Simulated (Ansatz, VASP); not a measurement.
# Cross-check of Sr5Li10Al4Si18O52 between VASP and Ansatz, part 4 of 4

Wanted: the spread between two codes on one cell, functional and k mesh. Of the first pair: The structure shown is frame 67 of Ansatz's trajectory.

VASP 6.6.1 and Ansatz 0.2.0.

So far. Step 6 (VASP: single point, PBEsol, pair 2): The run ends at a pressure of -2.53 GPa, with forces up to 6.1 eV/Å.

## Step 9: VASP: single point, PBEsol, pair 3

Level of this step: PBEsol; plane waves and PAW (Si, Al, Li_sv, Sr_sv, O) (VASP).

The same cell, functional, mesh and smearing now go to VASP, with its own data sets.

INCAR reads:

```
SYSTEM = Sr5Li10Al4Si18O52
PREC = Accurate
ENCUT = 650
EDIFF = 1E-06
NELM = 120
ISMEAR = 0
SIGMA = 0.05
LREAL = Auto
ALGO = Normal
GGA = PS
NBANDS = 304
LORBIT = 11
LWAVE = .FALSE.
LCHARG = .FALSE.
ISIF = 2
LASPH = .TRUE.
GGA_COMPAT = .FALSE.
EFERMI = MIDGAP
NCORE = 2
```

POSCAR reads:

```
Sr5Li10Al4Si18O52
1.0
   10.3996100000      0.0000000000      0.0000000000
    0.0000000000     10.3996100000      0.0000000000
    0.0000000000      0.0000000000     10.3996100000
Si Al Li Sr O
18 4 10 5 52
Direct
    0.3921781682      0.0252797941      0.2577308188
    0.3739755625      0.0377706472      0.9510741268
    0.2613751862      0.9662862357      0.5306929779
    0.5370393697      0.3597346439      0.0413092414
    0.5485878797      0.8998510521      0.5936280303
    0.3906588805      0.7389700191      0.2442014652
    0.2993669955      0.7432105627      0.9616225993
    0.8978990558      0.0551462988      0.3452533316
    0.6363988650      0.1965746792      0.3688119074
    0.0591176015      0.1844011458      0.5907529225
    0.0666467300      0.5361354897      0.1669197210
    0.6455530544      0.6033014700      0.1979401151
    0.2548268637      0.3922839414      0.5291929217
    0.9283713524      0.6540149102      0.6155230821
    0.7605958300      0.8315504139      0.0306357642
    0.0580791010      0.8000300011      0.1050327849
    0.2930975296      0.3539940440      0.2282393282
    0.6522840760      0.1056385768      0.9808156267
    0.9284001996      0.1161005076      0.8604361125
    0.7760964113      0.8849754943      0.7413066452
    0.1600733104      0.6920259510      0.4696041486
    0.0981479113      0.1043500670      0.1383705735
    0.6345430261      0.6440818454      0.7323736179
    0.6317736915      0.9270059166      0.2967707443
    0.4452763132      0.5017592006      0.8045782486
    0.3364645405      0.6650153227      0.6746695309
    0.0877052120      0.8591379869      0.7287677134
    0.8971394120      0.7162960919      0.3124924877
    0.1075617259      0.6272446755      0.8720807800
    0.8853408926      0.5195002505      0.4141309145
    0.7824908819      0.8836100585      0.4712965198
    0.0465113596      0.3024440340      0.3443975303
    0.4720850109      0.2057769474      0.7067957356
    0.1944015208      0.3315316632      0.9012837981
    0.8432431601      0.3288296388      0.1043789142
    0.7661633465      0.3482053654      0.6836121739
    0.5697329034      0.5145096787      0.4777390691
    0.3972937447      0.9694209687      0.6002436630
    0.6131864560      0.2542403032      0.5118845803
    0.4974801940      0.6188020512      0.2616155798
    0.6329852754      0.9705556266      0.7027378911
    0.3014920752      0.6258215452      0.8527242849
    0.2862415033      0.7347102439      0.3600711950
    0.0124321970      0.2378743049      0.7414701128
    0.5131827059      0.7427105440      0.6240137851
    0.1554481370      0.0663390262      0.6031283865
    0.5274236245      0.0636081545      0.9075821113
    0.7006416587      0.9849119342      0.0807722597
    0.6628229328      0.7642498132      0.1420726354
    0.8570706017      0.5222215064      0.5931857060
    0.8297907325      0.7841544058      0.6206867373
    0.6028687614      0.9353908464      0.4479975691
    0.3639078773      0.0506268985      0.1030711729
    0.7337102064      0.0770125034      0.3345029285
    0.9939901592      0.6608420893      0.4592864540
    0.4955474292      0.1324376587      0.3012420658
    0.7429797848      0.5916952655      0.3157618411
    0.4278621987      0.3505612230      0.1557173779
    0.2088443701      0.2303644079      0.1984785968
    0.9406218118      0.1406206579      0.4912395753
    0.5781659120      0.4854508967      0.7008435893
    0.2977707818      0.1482074809      0.8908314831
    0.2287778099      0.4866240176      0.1716891307
    0.6324948724      0.4810565012      0.0972632628
    0.3271564991      0.3677637911      0.3883318701
    0.4530746826      0.8851966564      0.2633079510
    0.2324029459      0.5591940467      0.5509245058
    0.3393204168      0.8841293087      0.9000049040
    0.0370013876      0.1688909488      0.9879793569
    0.1197352593      0.3230313444      0.5076151894
    0.6408605707      0.2381820087      0.0714353711
    0.7696057833      0.1684967032      0.8733789056
    0.1411206766      0.7653267767      0.9826041553
    0.1169370774      0.9355254668      0.1457458501
    0.9115726455      0.8237520445      0.0626850430
    0.3515516447      0.6985935049      0.0980132909
    0.4887875603      0.3701292645      0.9053320269
    0.2818663392      0.0284818373      0.3738601736
    0.3129828907      0.3502631349      0.6645729984
    0.9726999378      0.1607944913      0.2505959358
    0.9874697224      0.4389491529      0.2651926370
    0.6955933924      0.3219351495      0.2985881201
    0.7221713122      0.7981356993      0.8851293462
    0.0131062607      0.5239138775      0.0248278541
    0.0423477419      0.6853622395      0.2081424207
    0.0144995822      0.6728810023      0.7406623902
    0.1957669566      0.8314542565      0.5763389204
    0.9225826738      0.9084859913      0.3387434721
    0.9013222611      0.9564781756      0.8124823912
```

KPOINTS reads:

```
Automatic mesh
0
Gamma
1 1 1
0 0 0
```

Potentials, in the order of the species: Si, Al, Li_sv, Sr_sv and O (PBE family, release 64).

Started as:

```sh
$ mpirun -np 8 vasp_gam
```

Numbers of over 12 decimals in the logs are rounded to 6 here.

What it wrote:

```text
[... set-up lines as in an earlier step ...]
 entering main loop
       N       E                     dE             d eps       ncg     rms          rms(c)
DAV:   1     0.531567714074E+04    0.53157E+04   -0.30961E+05   608   0.191E+03
DAV:   2    -0.205512003373E+03   -0.55212E+04   -0.52414E+04   736   0.447E+02
DAV:   3    -0.707126413621E+03   -0.50161E+03   -0.49778E+03   720   0.141E+02
DAV:   4    -0.736384520997E+03   -0.29258E+02   -0.29127E+02   968   0.270E+01
[...]
DAV:  17    -0.652477125950E+03   -0.89931E-05   -0.14637E-04   808   0.266E-02    0.158E-02
DAV:  18    -0.652477127358E+03   -0.14077E-05   -0.27849E-05   816   0.112E-02    0.979E-03
DAV:  19    -0.652477127632E+03   -0.27419E-06   -0.46695E-06   640   0.634E-03
   1 F= -.65247713E+03 E0= -.65247713E+03  d E =0.000000E+00
```

OUTCAR, selected parts (step 9):

```text
  Total       -2.9651228    -28.2011867    -15.6552872     -7.1780589    -13.6763760     12.5900390
  in kB       -4.2237880    -40.1723102    -22.3008010    -10.2250735    -19.4818617     17.9343854
  external PRESSURE =     -22.2322997 kB  Pullay stress =       0.0000000 kB

 POSITION                                       TOTAL-FORCE (eV/Angst)
 -----------------------------------------------------------------------------------
      4.07850      0.26290      2.68030         0.058213      2.114067      1.300660
      3.88920      0.39280      9.89080         0.847129     -3.237117     -0.133990
      2.71820     10.04900      5.51900        -0.391841      0.821148     -2.017854
      5.58500      3.74110      0.42960         0.969529      0.459302      5.641492
      5.70510      9.35810      6.17350        -2.159098     -2.307620     -2.559736
      4.06270      7.68500      2.53960         0.338918     -0.869012      1.673080
      3.11330      7.72910     10.00050        -0.906908     -0.330262     -2.572872
      9.33780      0.57350      3.59050        -1.197258      3.888165      0.670386
      6.61830      2.04430      3.83550        -1.095167      1.512065     -1.169707
      0.61480      1.91770      6.14360        -1.473207      2.395496     -0.470852
      0.69310      5.57560      1.73590         0.695718     -3.545894      0.746221
[...]
4.63070      5.21810      8.36730        -0.270492      0.025298     -0.010292
      3.49910      6.91590      7.01630         0.212426      0.468698     -0.288592
[...]
-----------------------------------------------------------------------------------
    total drift:                                0.020984      0.000465     -0.029983

  FREE ENERGIE OF THE ION-ELECTRON SYSTEM (eV)
  ---------------------------------------------------
  free  energy   TOTEN  =      -652.4771276320 eV

  energy  without entropy=     -652.4771276320  energy(sigma->0) =     -652.47712763

[... 2 parts as in an earlier step ...]

[... 1 further part left out ...]
[key lines of the parts left out:]
E-fermi :   4.2888
```

The run ends at a pressure of -2.22 GPa, with forces up to 5.7 eV/Å.

## Step 10: Comparison

Forces on 9 of the 89 atoms, those with the largest forces and the largest differences (eV/Å; atoms numbered as in POSCAR):

```csv
atom,"Ansatz x, y, z","VASP x, y, z"
Si4,"0.905, 0.453, 5.512","0.970, 0.459, 5.641"
Si5,"-2.078, -2.325, -2.575","-2.159, -2.308, -2.560"
Si8,"-1.153, 3.768, 0.618","-1.197, 3.888, 0.670"
Si13,"0.445, 3.930, 0.275","0.470, 4.018, 0.237"
Si18,"3.530, 0.271, 1.391","3.599, 0.288, 1.378"
O52,"-0.360, -1.853, 4.917","-0.367, -1.827, 4.941"
O70,"-2.767, -3.156, 1.178","-2.834, -3.206, 1.181"
O84,"0.290, -0.986, -1.357","0.242, -0.988, -1.509"
O88,"-0.441, -1.116, 0.677","-0.406, -1.292, 0.663"
```

The forces differ by 46 meV/Å r.m.s., which is 3.6 % of the r.m.s. force of 1.279 eV/Å (both taken over all components).

## Step 11: Results

```
r.m.s. force difference (single point, PBEsol, pair 1) : 3.6 % of the r.m.s. force
r.m.s. force difference (single point, PBEsol, pair 2) : 3.2 % of the r.m.s. force
r.m.s. force difference (single point, PBEsol, pair 3) : 3.6 % of the r.m.s. force
```

In words: The r.m.s. force difference is 3.6 % of the r.m.s. force (single point, PBEsol, pair 1), beyond the 3 % picked in this series as the mark of a large difference. What causes the difference of the single point, PBEsol, pair 1 pair stays open here. What causes the difference of the single point, PBEsol, pair 2 pair stays open here. What causes the difference of the single point, PBEsol, pair 3 pair stays open here. Such differences can come from data sets, numerical settings and the points named under the comparisons, not from the functional's error against experiment.

[Lines on the potential files, build, host, timing and source positions are cut from VASP's logs without a mark.]

[Logs are printed without paths, hosts, clocks, repeated set-up lines and the standing remarks that a program may print on its own settings, such as how far it seeks lower states.]

[Hosts, paths, dates, database ids (printed as entryN), source tags and the programs' standing remarks are cut or masked in the printed files.]
